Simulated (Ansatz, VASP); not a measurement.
# NiO: VASP beside Ansatz

Aim: how closely do two programs agree when they are given the same cell, functional and k mesh? The cell is taken from a series of runs on this material, whose earlier steps may have relaxed, scaled, displaced or heated it; both programs get it as it stands.

Program: Ansatz 0.2.0. Level of theory: plane waves, with VASP 6.6.1 beside it; LDA, DFT+U. Results are calculated unless marked as measured.

### 1. Set-up

Symmetry: Fm-3m, No. 225, cubic system. Conventional cell: a = 4.172 Å, b = 4.172 Å, c = 4.172 Å, α = 90.00°, β = 90.00°, γ = 90.00°. Nearest to Ni lie 6 O at 2.09 Å. O has 6 Ni at 2.09 Å nearest. Farther neighbours and most contacts between anions are not listed.

### 2. Ansatz: single point, LDA, DFT+U, pair 1

Ansatz runs on its default PAW (the set named soft_2) files.

A single point takes one fixed geometry, so differences don't come from the geometry; what else differs is listed under the comparison.

File input.yaml:

```yaml
crystal:
  lattice:
    - [0.0, 2.085901641, 2.085901641]
    - [0.0, 2.085901641, -2.085901641]
    - [-6.257704923, -2.085901641, 0.0]
  atoms:
    - { symbol: Ni, position: [0.0, 0.0, 0.0], spin: 2.0 }
    - { symbol: Ni, position: [0.333333333, 0.333333333, 0.666666667], spin: 2.0 }
    - { symbol: Ni, position: [0.666666667, 0.666666667, 0.333333333], spin: 2.0 }
    - { symbol: O, position: [0.833333333, 0.833333333, 0.666666667] }
    - { symbol: O, position: [0.166666667, 0.166666667, 0.333333333] }
    - { symbol: O, position: [0.5, 0.5, 0.0] }
magnetization:
  spin_polarized: true
kpoints:
  mp_grid: { grid: [8, 8, 8] }
hamiltonian:
  xc: lda
  hubbard:
    sites:
      - { species: Ni, l: d, u_eff: 8.4 }
      - { site: 0, l: d, u_eff: 8.4, starting_ns: [{ spin: up, occupation_matrix: ni1_major }, { spin: down, occupation_matrix: ni1_minor }] }
      - { site: 1, l: d, u_eff: 8.4, starting_ns: [{ spin: up, occupation_matrix: ni1_major }, { spin: down, occupation_matrix: ni1_minor }] }
      - { site: 2, l: d, u_eff: 8.4, starting_ns: [{ spin: up, occupation_matrix: ni1_major }, { spin: down, occupation_matrix: ni1_minor }] }
    projectors: ortho-atomic
    occupation_matrices:
      ni1_major:
        matrix:
          - [0.998, 0.0, 0.0, 0.0, 0.0]
          - [0.0, 0.999, 0.0, 0.0, 0.0]
          - [0.0, 0.0, 0.999, 0.0, 0.0]
          - [0.0, 0.0, 0.0, 0.998, 0.0]
          - [0.0, 0.0, 0.0, 0.0, 0.999]
      ni1_minor:
        matrix:
          - [0.138, 0.0, 0.0, 0.0, 0.0]
          - [0.0, 0.997, 0.0, 0.0, 0.0]
          - [0.0, 0.0, 0.997, 0.0, 0.0]
          - [0.0, 0.0, 0.0, 0.138, 0.0]
          - [0.0, 0.0, 0.0, 0.0, 0.997]
scf:
  occupations: { method: fermi_dirac, width: 0.05 }
output:
  eigenvalues: true
```

Started as:

```
ansatz run input.yaml --threads 4 --pin off --max-ram 8192MiB --backend cpu --events-out ev --progress --plain --runs-dir out
```

Numbers of over 12 decimals in the logs are rounded to 6 here.

The program printed:

```text
Engine: ansatz 0.2.0, aarch64-unknown-linux-gnu
Pseudopotentials: kind: paw
Pseudopotential: Ni, paw, valence charge 18, recommended cutoff 420 eV (normal), Ni.paw.azcp
Pseudopotential: O, paw, valence charge 6, recommended cutoff 420 eV (normal), O.paw.azcp
Functional definition: SPW92
  exchange = slater_x
  correlation = pw_c
Crystal: 6 atoms, lattice volume = 54.454 Å³
Basis set: ecut = 420 eV, 1049 PW (Γ)
Bands: 47, of which v1, the nominal top of the filled ones, is band 36 counted from 1 (35 counted from 0)
Symmetry: 48 space group operations
Space group: Fm-3m (ITA 225), of the structure as read, at distance tolerance 3.8e-5 Å
Magnetic group: BNS 225.116 (UNI 1618), of the structure as read, at distance tolerance 3.8e-5 Å
k-points: 59 of 512
Non-local potential: Ni, projectors of the file, l = 0: 3, l = 1: 2, l = 2: 3, l = 3: 1
Non-local potential: O, projectors of the file, l = 0: 2, l = 1: 2, l = 2: 1
PAW form: soft (Blöchl's): semilocal exchange-correlation on the pseudo side does not see the compensation charge
PAW frozen core: Ni, regenerated for the run's functional, and the local potential with it (the file was generated under x = pbe(κ = 0.804, μ = 0.219515), c = pbe(β = 0.066725))
PAW frozen core: O, regenerated for the run's functional, and the local potential with it (the file was generated under x = pbe(κ = 0.804, μ = 0.219515), c = pbe(β = 0.066725))
PAW one-centre angular grid: Ni, 590 points (default); XC on 64 Gauss nodes
PAW one-centre angular grid: O, 110 points (default); XC on 64 Gauss nodes
Initial density: superposition of atomic densities (chi_scale 0.1, normalization cell, long waves kept (reshape's long-wave potential 0.00 eV rms))
Starting moments: Σ|m| = 6 μB on 3 of 6 sites
Initial wavefunctions: pseudopotential atomic-orbital guess
Functional: x = slater, c = lda
SCF iter   1: F=—  HF=-18978.281870 eV  |F-HF|=—  |Δ(HF+E_count)|=         —  Δρ=1.66e-1 (↑6.77e-2 ↓1.66e-1)  dr2=1.78e1  dr2_m=1.71e0  M=5.589 μB ∫|m|=5.593 μB  β_m=0.30  ethr=3.10e-3  ⟨swp⟩=5.3  Hψ=18055  notcnv=0  defer=7
preconditioner: auto → Kerker (q_TF=auto, 2.858 Å⁻¹)  [metal: Δε(μ)=0.001 eV  Ē_g=15.376 eV  σ=0.050 eV  W_gap=0.01  n_scr=20 (ndim 8)  ℏωp=34.9 eV  f_vac=0.000  D(μ)=2.95/eV (n_scr^D=26)]
spin=Collinear: Kerker preconditioning applied to the charge; magnetization (m = ρ↑ − ρ↓) channel mixes plain (no charge-response kernel on spin).
SCF iter   2: F=—  HF=-18975.903631 eV  |F-HF|=—  |Δ(HF+E_count)|=    2.38e0  Δρ=7.66e-2 (↑3.21e-2 ↓7.66e-2)  dr2=1.20e0  dr2_m=8.06e-1  M=6.000 μB ∫|m|=6.008 μB  β_m=1.00  ethr=3.10e-3  ⟨swp⟩=3.0  Hψ=11852  notcnv=0  defer=378
preconditioner: auto → Resta (q_TF=auto, 2.858 Å⁻¹)  ε∞=6.3  [insulator: Δε(μ)=1.427 eV  Ē_g=15.109 eV  σ=0.050 eV  W_gap=1.00  n_scr=20 (ndim 8)  ℏωp=34.9 eV  f_vac=0.000  D(μ)=0.00/eV (n_scr^D=0)  ε∞_Penn≈6.3]
spin=Collinear: Resta preconditioning applied to the charge; magnetization (m = ρ↑ − ρ↓) channel mixes plain (no charge-response kernel on spin).
SCF iter   3: F=—  HF=-18975.831011 eV  |F-HF|=—  |Δ(HF+E_count)|=   7.26e-2  Δρ=2.95e-2 (↑2.95e-2 ↓2.73e-2)  dr2=4.96e-1  dr2_m=5.77e-3  M=6.000 μB ∫|m|=6.018 μB  β_m=1.00  ethr=1.67e-3  ⟨swp⟩=2.0  Hψ=6977  notcnv=0  defer=509
SCF iter   4: F=—  HF=-18975.879339 eV  |F-HF|=—  |Δ(HF+E_count)|=   4.83e-2  Δρ=7.84e-3 (↑4.70e-3 ↓7.84e-3)  dr2=2.16e-2  dr2_m=4.77e-3  M=6.000 μB ∫|m|=6.021 μB  β_m=0.30  ethr=6.89e-4  ⟨swp⟩=2.5  Hψ=8804  notcnv=0  defer=509
Mixer restart at iter 4: flushing history
spin-set hold released at iteration 4 (site moments contracting): the magnetisation degrees of freedom join the quasi-Newton model from the next iteration; the mixer history was flushed
SCF iter   5: F=—  HF=-18976.007837 eV  |F-HF|=—  |Δ(HF+E_count)|=   1.28e-1  Δρ=6.04e-3 (↑3.34e-3 ↓6.04e-3)  dr2=1.28e-2  dr2_m=3.15e-3  M=6.000 μB ∫|m|=6.021 μB  β_m=0.65  ethr=3.00e-5  ⟨swp⟩=2.6  Hψ=8812  notcnv=0  defer=496
SCF iter   6: F=—  HF=-18976.137396 eV  |F-HF|=—  |Δ(HF+E_count)|=   1.30e-1  Δρ=1.43e-3 (↑9.58e-4 ↓1.43e-3)  dr2=1.57e-3  dr2_m=1.36e-4  M=6.000 μB ∫|m|=6.019 μB  β_m=0.73  ethr=1.78e-5  ⟨swp⟩=2.0  Hψ=10052  notcnv=0  defer=496
SCF iter   7: F=—  HF=-18976.137228 eV  |F-HF|=—  |Δ(HF+E_count)|=   1.68e-4  Δρ=6.58e-4 (↑6.58e-4 ↓4.97e-4)  dr2=2.33e-4  dr2_m=6.22e-6  M=6.000 μB ∫|m|=6.019 μB  β_m=0.66  ethr=2.18e-6  ⟨swp⟩=2.0  Hψ=9160  notcnv=0  defer=496
SCF iter   8: F=—  HF=-18976.137123 eV  |F-HF|=—  |Δ(HF+E_count)|=   1.05e-4  Δρ=2.39e-4 (↑8.31e-5 ↓2.39e-4)  dr2=4.72e-5  dr2_m=5.42e-6  M=6.000 μB ∫|m|=6.019 μB  β_m=0.64  ethr=3.23e-7  ⟨swp⟩=2.0  Hψ=9541  notcnv=0  defer=496
SCF iter   9: F=—  HF=-18976.137116 eV  |F-HF|=—  |Δ(HF+E_count)|=   6.52e-6  Δρ=8.61e-5 (↑8.61e-5 ↓6.59e-5)  dr2=4.03e-6  dr2_m=2.70e-7  M=6.000 μB ∫|m|=6.018 μB  β_m=0.82  ethr=6.55e-8  ⟨swp⟩=2.0  Hψ=7446  notcnv=0  defer=496
SCF iter  10: F=—  HF=-18976.137119 eV  |F-HF|=—  |Δ(HF+E_count)|=   2.80e-6  Δρ=2.71e-5 (↑2.45e-5 ↓2.71e-5)  dr2=7.09e-7  dr2_m=2.90e-8  M=6.000 μB ∫|m|=6.018 μB  β_m=0.90  ethr=5.59e-9  ⟨swp⟩=2.5  Hψ=8090  notcnv=0  defer=496
iter 11 met the thresholds in force, and the SCF goes on: an eigenvalue changes by 0.17 meV, over its tolerance of 0.06 meV (output.eigenvalues, Limitations)
SCF iter  11: F=-18976.137119 eV  HF=-18976.137119 eV  |F-HF|=8.37e-10  |Δ(HF+E_count)|=   2.75e-8  Δρ=4.76e-6 (↑3.13e-6 ↓4.76e-6)  dr2=2.16e-8  dr2_m=2.31e-9  M=6.000 μB ∫|m|=6.018 μB  β_m=0.95  ethr=1.39e-10  ⟨swp⟩=7.3  Hψ=21425  notcnv=0
SCF iter  12: F=-18976.137119 eV  HF=-18976.137119 eV  |F-HF|=1.46e-11  |Δ(HF+E_count)|=   4.37e-9  Δρ=3.94e-7 (↑3.41e-7 ↓3.94e-7)  dr2=1.97e-10  dr2_m=3.95e-12  M=6.000 μB ∫|m|=6.018 μB  ethr=3.00e-11  ⟨swp⟩=1.0  Hψ=12903  notcnv=0
SCF 1 converged in 12 iterations: F = -18976.137119 eV  dr2 = 1.97e-10
  greatest PAW one-centre occupation: 1.003 electrons in one spin orbital (limit 2), on the Ni atom at site 2 (counted from 0), in its partial waves of l = 1
SCF converged after 12 iterations
an eigenvalue changed by more than its tolerance at an iteration that met the thresholds in force, so the SCF went on 1 time: the last check found none over its tolerance
Magnetization: 6.0000 μB (39.0000 up, 33.0000 down)
Absolute magnetization: 6.0154 μB (∫|ρ↑−ρ↓|, with the PAW one-centre terms)
Spin contamination: 0.0047 ħ² per cell (⟨S²⟩ above its minimum at these occupations)
Per-site moments (μB) at R_I (Å): [(1.730127, 0.860434), (1.730127, 0.860434), (1.730127, 0.860434), (0.192122, 0.860434), (0.192122, 0.860434), (0.192122, 0.860434)]
Free energy (F): -18976.137119 eV
Harris-Foulkes:  -18976.137119 eV  (|F-HF|=1.46e-11)
Internal energy: -18976.137119 eV  (E = F + TS)
E sigma→0 (E₀):  -18976.137119 eV
Fermi energy:    14.560101 eV
--- Per-component energies (eV) ---
  E_band       = -1113.067813
  E_kinetic    = 1347.981660
  E_local      = -11937.390355  (includes V_loc(G=0)·N_el)
  E_nonlocal   = 2079.839157
  E_hartree    = 4885.951477
  E_xc         = -463.883000
  E_vxc        = -598.553218  (∫ρ·V_xc dr)
  E_hubbard    = 3.188169  (on-site DFT+U / exact-exchange correction)
  E_vhub       = -97.695601  (the Hubbard potential's part of the band-sum identity)
  E_paw        = -5129.030174  (= ΣΔE_a)
  E_vpaw       = -1679.160769  (= ΣTr[D̂ρ^β])
  E_aug_tail   = 0.009553  (compensation charges beyond the density's cutoff)
  E_ewald      = -9764.396731
  E_core_change = 1.593126  (= ΣΔE_core)
  E_smearing   = -0.000000  (= −TS)
  E_closure    = -0.000000  (closes the sum)
  Σ components = -18976.137119   (vs F -18976.137119, Δ=0.00e0)
--- Specified on-site occupations, and those of the state reported ---
  electrons in the specified blocks: 24.7800 specified, 24.7790 found
  site 2 (l=d) ↓: largest change of an orbital's occupation 0.0003; electrons 3.2670 specified, 3.2671 found; spectral distance 0.0007
  site 1 (l=d) ↓: largest change of an orbital's occupation 0.0003; electrons 3.2670 specified, 3.2671 found; spectral distance 0.0007
  site 0 (l=d) ↓: largest change of an orbital's occupation 0.0003; electrons 3.2670 specified, 3.2671 found; spectral distance 0.0007
  site 1 (l=d) ↑: largest change of an orbital's occupation 0.0001; electrons 4.9930 specified, 4.9926 found; spectral distance 0.0002
  site 0 (l=d) ↑: largest change of an orbital's occupation 0.0001; electrons 4.9930 specified, 4.9926 found; spectral distance 0.0002
  site 2 (l=d) ↑: largest change of an orbital's occupation 0.0001; electrons 4.9930 specified, 4.9926 found; spectral distance 0.0002
--- Band table (eV; the first three rows and the last of 118) ---
  k-point 0 ↑: bands = [... 32 lower, 10.8937, 10.8937, 10.8937, 10.8937, 11.6804, 11.6804, 11.6804, 15.7023, ... 7 higher]
  k-point 1 ↑: bands = [... 32 lower, 10.6628, 10.6628, 11.1156, 11.1156, 11.6020, 11.6767, 11.6767, 15.9031, ... 7 higher]
  k-point 2 ↑: bands = [... 32 lower, 10.4534, 10.5139, 11.3073, 11.3073, 11.4139, 11.6617, 11.6617, 16.4390, ... 7 higher]
  k-point 58 ↓: bands = [... 32 lower, 10.5989, 16.2927, 16.2927, 16.4310, 16.6052, 16.6052, 16.8800, 20.8158, ... 7 higher]
Occupation matrices written to <dir>
```

The column dr2 measures how far the density is from self-consistency, as an energy; F and HF (Harris–Foulkes) agree once it is small.

(Part 1 of 3 ends here.)

[Lines on the potential files, build, host, timing and source positions are cut from VASP's logs without a mark.]

[Logs are printed without paths, hosts, clocks, repeated set-up lines and the standing remarks that a program may print on its own settings, such as how far it seeks lower states.]

[Hosts, paths, dates, database ids (printed as entryN), source tags and the programs' standing remarks are cut or masked in the printed files.]
